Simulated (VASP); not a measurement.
OSZICAR of a VASP run on NaI (rock salt):

File OSZICAR:
```
       N       E                     dE             d eps       ncg     rms          rms(c)
DAV:   1     0.774514173045E+02    0.77451E+02   -0.67474E+03   638   0.113E+03
DAV:   2     0.127847844095E+01   -0.76173E+02   -0.72696E+02   687   0.230E+02
DAV:   3    -0.519838056664E+01   -0.64769E+01   -0.64410E+01   779   0.717E+01
DAV:   4    -0.538647275889E+01   -0.18809E+00   -0.18797E+00   730   0.126E+01
DAV:   5    -0.539280082441E+01   -0.63281E-02   -0.63278E-02   771   0.244E+00    0.139E+00
DAV:   6    -0.532257296537E+01    0.70228E-01   -0.10619E-01   737   0.274E+00    0.909E-01
DAV:   7    -0.531511503351E+01    0.74579E-02   -0.83073E-02   734   0.210E+00    0.554E-01
DAV:   8    -0.531876211807E+01   -0.36471E-02   -0.73603E-03   662   0.919E-01    0.888E-02
DAV:   9    -0.531872053766E+01    0.41580E-04   -0.12858E-04   746   0.151E-01    0.245E-02
DAV:  10    -0.531875460941E+01   -0.34072E-04   -0.59802E-05   686   0.917E-02    0.645E-03
DAV:  11    -0.531875955225E+01   -0.49428E-05   -0.86340E-06   713   0.352E-02    0.338E-03
DAV:  12    -0.531876039378E+01   -0.84153E-06   -0.21984E-06   674   0.116E-02    0.141E-03
DAV:  13    -0.531876042946E+01   -0.35678E-07   -0.31976E-08   680   0.184E-03
   1 F= -.53187604E+01 E0= -.53187604E+01  d E =0.000000E+00
```

Question: Which electronic solver shows in the log?

Answer: It is blocked Davidson (ALGO = Normal, or the opening steps of other solvers). The INCAR had ALGO = Normal.

Question: Can the final energy be trusted as converged?

Answer: The calculation finished and met its thresholds. It stopped with EDIFF = 1E-7, NELM = 100 (AM05 GGA, plane waves, VASP's PBE PAW potentials (set 64)).

The compound is NaI in the rock salt structure. It was relaxed first.
